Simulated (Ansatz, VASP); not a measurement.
## Two plane-wave programs on NiMoIrPdW

INCAR

```
ALGO     = Fast           # electronic algorithm
EDIFF    = 1E-6           # SCF threshold, eV
ENCUT    = 520            # plane-wave cutoff, eV
GGA      = PE             # functional
ISIF     = 2              # what is computed and relaxed
ISMEAR   = -1             # smearing method
ISPIN    = 2              # spin polarisation
KPAR     = 4            
LASPH    = T              # aspherical terms in the spheres
LCHARG   = F              # write CHGCAR
LMAXMIX  = 4              # l up to which the mixer works
LORBIT   = 11             # projections on sites
LREAL    = F              # projectors in reciprocal space
LWAVE    = F              # write WAVECAR
MAGMOM   = 1 1 0 0.6 0    # initial moments
NBANDS   = 40             # bands
NELM     = 100            # most SCF steps
PREC     = Accurate       # precision mode
SIGMA    = 0.05           # smearing width, eV
```

KPOINTS

```
k-points
0
Gamma
  11 11 3
```

File POSCAR:

```
NiMoIrPdW
1.0
    2.7660900000      0.0000000000      0.0000000000
   -1.3830500000      2.3955100000      0.0000000000
    0.0000000000      0.0000000000     11.0227800000
Ni Mo Pd Ir W
1 1 1 1 1
Direct
    0.3333300000      0.6666700000      0.5971100000
    0.0000000000      0.0000000000      0.4107400000
    0.6666700000      0.3333300000      0.7952000000
    0.6666700000      0.3333300000      0.1996100000
    0.3333300000      0.6666700000      0.9973400000
```

The input KPOINTS_OPT:

```
path GMKGALHA,LM,KH
20
line-mode
reciprocal
 0.0000000000  0.0000000000  0.0000000000  G
 0.5000000000  0.0000000000  0.0000000000  M

 0.5000000000  0.0000000000  0.0000000000  M
 0.3333333333  0.3333333333  0.0000000000  K

 0.3333333333  0.3333333333  0.0000000000  K
 0.0000000000  0.0000000000  0.0000000000  G

 0.0000000000  0.0000000000  0.0000000000  G
 0.0000000000  0.0000000000  0.5000000000  A

 0.0000000000  0.0000000000  0.5000000000  A
 0.5000000000  0.0000000000  0.5000000000  L

 0.5000000000  0.0000000000  0.5000000000  L
 0.3333333333  0.3333333333  0.5000000000  H

 0.3333333333  0.3333333333  0.5000000000  H
 0.0000000000  0.0000000000  0.5000000000  A

 0.5000000000  0.0000000000  0.5000000000  L
 0.5000000000  0.0000000000  0.0000000000  M

 0.3333333333  0.3333333333  0.0000000000  K
 0.3333333333  0.3333333333  0.5000000000  H
```

The input input.yaml:

```yaml
crystal:
  lattice:
    - [2.76609, 0.0, 0.0]
    - [-1.38305, 2.39551, 0.0]
    - [0.0, 0.0, 11.02278]
  atoms:
    - { symbol: Ni, position: [0.33333, 0.66667, 0.59711], spin: 1.0 }
    - { symbol: Mo, position: [0.0, 0.0, 0.41074], spin: 1.0 }
    - { symbol: Pd, position: [0.66667, 0.33333, 0.7952] }
    - { symbol: Ir, position: [0.66667, 0.33333, 0.19961], spin: 0.6 }
    - { symbol: W, position: [0.33333, 0.66667, 0.99734] }
hamiltonian:
  xc: pbe
  pseudopotentials: { kind: nc, source: spms }
magnetization:
  spin_polarized: true
kpoints:
  mp_grid: { grid: [11, 11, 3] }
scf:
  occupations: { method: fermi_dirac, width: 0.05 }
output:
  forces: true
  stress: true
  eigenvalues: true
```

The cell was built by a generator and needn't be a form met in nature.

Alike in both runs: functional PBE; k mesh 11 × 11 × 3; occupations fermi-dirac, width 0.05 eV; collinear spin, ferromagnetic start.

|  | VASP | Ansatz |
| --- | --- | --- |
| version | VASP 6.6.1 | Ansatz 0.2.0 |
| potentials or method | VASP PAW PBE potentials, release 64 (Ni, Mo_sv, Pd, Ir, W_sv) | SPMS NC |
| plane-wave cutoff (eV) | 520 | 925 |
| valence electrons in the cell | 57 | 81 |
| task | band structure | single point |

|  | VASP | Ansatz | Ansatz less VASP |
| --- | --- | --- | --- |
| gap on the k mesh at the Fermi level (eV) | none | none | - |
| pressure (GPa) | 0.4 | 0.3 | -0.09 |
| largest component of the traceless stress (GPa) | 0.98 | 1.05 | +0.070 |
| rms of the force components (eV/Å) | 0.049 | 0.062 | +0.0129 |
| net moment per atom (μB) | 0.00 | 0.00 | 0.000 |

Atom by atom the forces differ by 0.016 eV/Å (rms over components). A gap of «none» marks a metal or a gap that the smearing closes. The two sets of potentials don't hold the same shells in valence.

Caveats: spin-orbit coupling is left out, which moves the levels of the heavy elements (VASP); the starting moments weren't kept (Ansatz).
